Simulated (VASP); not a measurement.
Level of theory: LDA (Ceperley-Alder, Perdew-Zunger), VASP's LDA PAW potentials (set 64) (plane waves; VASP 6.6.1).

VASP ran on this input.

**POSCAR**
```
Ni3Al
1
    3.3602487438     0.0000000000     0.0000000000
    0.0000000000     3.3602487438     0.0000000000
    0.0000000000     0.0000000000     3.3602487438
Al Ni
1 3
Direct
  0.0000000000   0.0000000000   0.0000000000
  0.0000000000   0.5000000000   0.5000000000
  0.5000000000   0.0000000000   0.5000000000
  0.5000000000   0.5000000000   0.0000000000
```

KPOINTS:
```
Automatic
0
Gamma
9 9 9
0 0 0
```

INCAR:
```
# general
SYSTEM =Ni3Al
PREC   =Accurate
ENCUT  =500
LREAL  =.FALSE.
LASPH  =.TRUE.

# electronic loop
EDIFF  =1E-6
NELM   =100
ALGO   =Normal
LMAXMIX=4

# smearing
ISMEAR =1
SIGMA  =0.1

# spin
ISPIN  =2
MAGMOM =-0.0 3*0.2

# ions
IBRION =2
NSW    =40
ISIF   =3
EDIFFG =-0.02
PSTRESS=450

# output
LWAVE  =.FALSE.
LCHARG =.FALSE.
LORBIT =10
```

POTCAR, in this order: Al Ni (LDA.64 set). Program: vasp_std.

Output of the run:

### OSZICAR
```
       N       E                     dE             d eps       ncg     rms          rms(c)
DAV:   1     0.195278649833E+03    0.19528E+03   -0.14455E+04  2816   0.215E+03
DAV:   2    -0.184601975322E+02   -0.21374E+03   -0.20604E+03  2804   0.380E+02
DAV:   3    -0.298330392629E+02   -0.11373E+02   -0.10573E+02  2976   0.119E+02
DAV:   4    -0.300587617613E+02   -0.22572E+00   -0.22183E+00  3256   0.158E+01
DAV:   5    -0.300653067582E+02   -0.65450E-02   -0.65405E-02  3504   0.247E+00    0.226E+01
DAV:   6    -0.293619639970E+02    0.70334E+00   -0.65395E+01  3120   0.140E+02    0.174E+01
DAV:   7    -0.255933858812E+02    0.37686E+01   -0.17967E+01  3076   0.738E+01    0.387E+00
DAV:   8    -0.255020261707E+02    0.91360E-01   -0.36325E-01  3236   0.632E+00    0.163E+00
DAV:   9    -0.254726909669E+02    0.29335E-01   -0.36961E-02  3812   0.281E+00    0.277E-01
DAV:  10    -0.254714583253E+02    0.12326E-02   -0.18249E-03  3124   0.451E-01    0.142E-01
DAV:  11    -0.254712819955E+02    0.17633E-03   -0.14525E-04  3616   0.128E-01    0.844E-02
DAV:  12    -0.254712826331E+02   -0.63763E-06   -0.17305E-05  3080   0.548E-02    0.320E-02
DAV:  13    -0.254712825352E+02    0.97885E-07   -0.14444E-06  2376   0.160E-02
   1 F= -.14814743E+02 E0= -.14814810E+02  d E =-.148147E+02  mag=     0.0011
       N       E                     dE             d eps       ncg     rms          rms(c)
DAV:   1    -0.336598271779E+02   -0.81885E+01   -0.11892E+02  2840   0.175E+02    0.296E+01
DAV:   2    -0.286241224657E+02    0.50357E+01   -0.10270E+02  3008   0.185E+02    0.157E+01
DAV:   3    -0.241254081130E+02    0.44987E+01   -0.22459E+01  3072   0.850E+01    0.494E+00
DAV:   4    -0.239114206363E+02    0.21399E+00   -0.49341E-01  3552   0.863E+00    0.279E+00
DAV:   5    -0.238124870906E+02    0.98934E-01   -0.75555E-02  3792   0.324E+00    0.666E-01
DAV:   6    -0.238125494582E+02   -0.62368E-04   -0.88853E-03  2868   0.103E+00    0.219E-01
DAV:   7    -0.238127970211E+02   -0.24756E-03   -0.33648E-04  3824   0.165E-01    0.415E-02
DAV:   8    -0.238127855094E+02    0.11512E-04   -0.81442E-05  3308   0.129E-01    0.146E-02
DAV:   9    -0.238127834376E+02    0.20718E-05   -0.51918E-06  2964   0.286E-02    0.775E-03
DAV:  10    -0.238127833996E+02    0.37954E-07   -0.13292E-07  1516   0.384E-03
   2 F= -.14469665E+02 E0= -.14469860E+02  d E =0.345078E+00  mag=    -0.0000
       N       E                     dE             d eps       ncg     rms          rms(c)
DAV:   1    -0.302711557070E+02   -0.64584E+01   -0.62477E+01  2808   0.142E+02    0.196E+01
DAV:   2    -0.288245863691E+02    0.14466E+01   -0.58447E+01  3112   0.130E+02    0.136E+01
DAV:   3    -0.252630988362E+02    0.35615E+01   -0.16252E+01  3096   0.731E+01    0.429E+00
DAV:   4    -0.252038742493E+02    0.59225E-01   -0.38468E-01  2832   0.664E+00    0.284E+00
DAV:   5    -0.251426081571E+02    0.61266E-01   -0.57410E-02  4088   0.316E+00    0.650E-01
DAV:   6    -0.251407520013E+02    0.18562E-02   -0.79428E-03  2976   0.107E+00    0.136E-01
DAV:   7    -0.251407025465E+02    0.49455E-04   -0.68131E-04  4248   0.330E-01    0.430E-02
DAV:   8    -0.251407099162E+02   -0.73697E-05   -0.32553E-05  3044   0.445E-02    0.148E-02
DAV:   9    -0.251407086692E+02    0.12469E-05   -0.21446E-06  2452   0.134E-02    0.889E-03
DAV:  10    -0.251407078142E+02    0.85497E-06   -0.37848E-06  2844   0.149E-02
   3 F= -.14887500E+02 E0= -.14887620E+02  d E =-.727569E-01  mag=    -0.0000
       N       E                     dE             d eps       ncg     rms          rms(c)
DAV:   1    -0.251305832454E+02    0.10125E-01   -0.81083E-03  2820   0.153E+00    0.228E-01
DAV:   2    -0.251303862948E+02    0.19695E-03   -0.80790E-03  3052   0.159E+00    0.156E-01
DAV:   3    -0.251299352708E+02    0.45102E-03   -0.20929E-03  3048   0.825E-01    0.343E-02
DAV:   4    -0.251299173475E+02    0.17923E-04   -0.41448E-05  2976   0.628E-02    0.706E-03
DAV:   5    -0.251299167240E+02    0.62352E-06   -0.22360E-06  2212   0.210E-02
   4 F= -.14887582E+02 E0= -.14887704E+02  d E =-.728389E-01  mag=    -0.0000
```

**OUTCAR**
```
------------------------ aborting loop because EDIFF is reached ----------------------------------------
  FORCE on cell =-STRESS in cart. coord.  units (eV):
  Direction    XX          YY          ZZ          XY          YZ          ZX
  --------------------------------------------------------------------------------------
  Total       10.2007049     10.2007049     10.2007049      0.0000000      0.0000000      0.0000000
  in kB      448.1709642    448.1709642    448.1709642      0.0000000      0.0000000      0.0000000
  external PRESSURE =      -1.8290358 kB  Pullay stress =     450.0000000 kB
  volume of cell :       36.47
      direct lattice vectors                 reciprocal lattice vectors
     3.316136132  0.000000000  0.000000000     0.301555775 -0.000000000 -0.000000000
     0.000000000  3.316136132  0.000000000    -0.000000000  0.301555775 -0.000000000
     0.000000000  0.000000000  3.316136132    -0.000000000 -0.000000000  0.301555775
 POSITION                                       TOTAL-FORCE (eV/Angst)
 -----------------------------------------------------------------------------------
      0.00000      0.00000      0.00000        -0.000000     -0.000000      0.000000
      0.00000      1.65807      1.65807         0.000000      0.000000      0.000000
      1.65807      0.00000      1.65807        -0.000000      0.000000      0.000000
      1.65807      1.65807      0.00000        -0.000000     -0.000000      0.000000
 -----------------------------------------------------------------------------------
    total drift:                                0.000000      0.000000      0.000000
  FREE ENERGIE OF THE ION-ELECTRON SYSTEM (eV)
  ---------------------------------------------------
  free  energy   TOTEN  =       -25.1299167240 eV

  energy  without entropy=      -25.1302841292  energy(sigma->0) =      -25.13003919
  enthalpy is  TOTEN    =       -14.8875815601 eV   P V=       10.2423351639

 total charge

# of ion       s       p       d       tot
------------------------------------------
    1        0.444   0.499   0.000   0.944
    2        0.602   0.737   8.534   9.872
    3        0.602   0.737   8.534   9.872
    4        0.602   0.737   8.534   9.872
--------------------------------------------------
tot          2.249   2.710  25.601  30.560

 magnetization (x)

# of ion       s       p       d       tot
------------------------------------------
    1       -0.000  -0.000   0.000  -0.000
    2        0.000   0.000  -0.000  -0.000
    3        0.000   0.000  -0.000  -0.000
    4        0.000   0.000  -0.000  -0.000
--------------------------------------------------
tot          0.000   0.000  -0.000  -0.000

 reached required accuracy - stopping structural energy minimisation
```
(Selected blocks of OUTCAR.)

CONTCAR:
```
Ni3Al
   1.00000000000000
     3.3161361320711045    0.0000000000000000    0.0000000000000000
     0.0000000000000000    3.3161361320711045    0.0000000000000000
     0.0000000000000000    0.0000000000000000    3.3161361320711045
  Al              Ni
     1     3
Direct
     0.0000000000000000    0.0000000000000000    0.0000000000000000
     0.0000000000000000    0.5000000000000000    0.5000000000000000
     0.5000000000000000    0.0000000000000000    0.5000000000000000
     0.5000000000000000    0.5000000000000000    0.0000000000000000
```

OUTCAR:
```
 val. band max:       12.3995322925   @ k =   0.4444   0.1111   0.1111

 cond. band min:      12.4037400786   @ k =   0.2222   0.2222   0.1111


 Fermi energy:        12.4033587473

 spin component 1

 k-point     1 :       0.0000    0.0000    0.0000
  band No.  band energies     occupation
      1       0.9676      1.00000
      2       6.7522      1.00000
      3       7.6335      1.00000
      4       7.6335      1.00000
      5       8.1246      1.00000
      6       8.1246      1.00000
      7       8.1246      1.00000
      8      10.7309      1.00000
      9      10.7309      1.00000
     10      10.7309      1.00000
     11      11.8508      1.00000
     12      11.8508      1.00000
     13      12.3261      0.98267
     14      12.6475     -0.00150
     15      12.6475     -0.00150
     16      12.6475     -0.00150
     17      13.3703     -0.00000
     18      13.3703     -0.00000
     19      13.3703     -0.00000
     20      20.3440      0.00000

 k-point     2 :       0.1111    0.0000    0.0000
  band No.  band energies     occupation
      1       1.1442      1.00000
      2       6.8232      1.00000
      3       7.5489      1.00000
      4       7.7561      1.00000
      5       8.1628      1.00000
      6       8.1628      1.00000
      7       8.1731      1.00000
      8      10.6272      1.00000
      9      10.6272      1.00000
     10      10.6742      1.00000
     11      11.7277      1.00000
     12      11.8532      1.00000
     13      12.1514      1.00106
     14      12.1514      1.00106
     15      12.2478      1.02513
     16      12.6477     -0.00149
     17      12.7793     -0.00000
     18      14.0791     -0.00000
     19      14.0791     -0.00000
     20      20.2854      0.00000

 k-point     3 :       0.2222    0.0000    0.0000
  band No.  band energies     occupation
      1       1.6652      1.00000
      2       6.8507      1.00000
      3       7.3660      1.00000
...
```

Energy and stress use the plane-wave basis of the starting cell.

The compound is Ni3Al in the L1_2 structure. This run relaxes it under an external pressure of 45 GPa. Symmetry was kept, so distortions that lower it aren't found.
